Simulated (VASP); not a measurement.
BeTe (zinc blende), at 1.04 of the tabulated volume:

```yaml
crystal:
  lattice:
    - [0.00000, 2.85204, 2.85204]
    - [2.85204, 0.00000, 2.85204]
    - [2.85204, 2.85204, 0.00000]
  atoms:
    - { symbol: Be, position: [0.00000, 0.00000, 0.00000] }
    - { symbol: Te, position: [0.25000, 0.25000, 0.25000] }
```

The lowest empty band near X, direction across the valley's axis, from PBE with spin-orbit coupling in VASP (PAW); its two spin partners are averaged. The gap over the points computed is 1.78 eV, and the next band on that side lies 0.65 eV away at the edge.

Run with 400 eV cut-off, 9×9×9 Γ-centred mesh, Gaussian smearing of 0.050 eV, potentials Be Te.

```csv
distance from the edge in k (1/Å),distance in energy (meV)
0.018,4.8
0.025,9.2
0.035,17.8
0.050,36.3
0.070,70.8
```

**Question.** Fit E(1 + αE) = ħ²k²/2m* (ħ²/2m0 = 3.810 eV Å²) and predict the row at 0.095 1/Å.

**Answer.** The rows don't resolve α, so a parabola serves: the electron mass is m* = 0.263 m0, and so 130.6 meV. The run gave 129.4 meV, -1.2 meV from the fit.

Left out are points under 3 meV from the edge, since the levels carry 0.1 meV, and points farther than half the way to the next band.

The compound is BeTe in the zinc blende structure. The cell was not relaxed at this level.
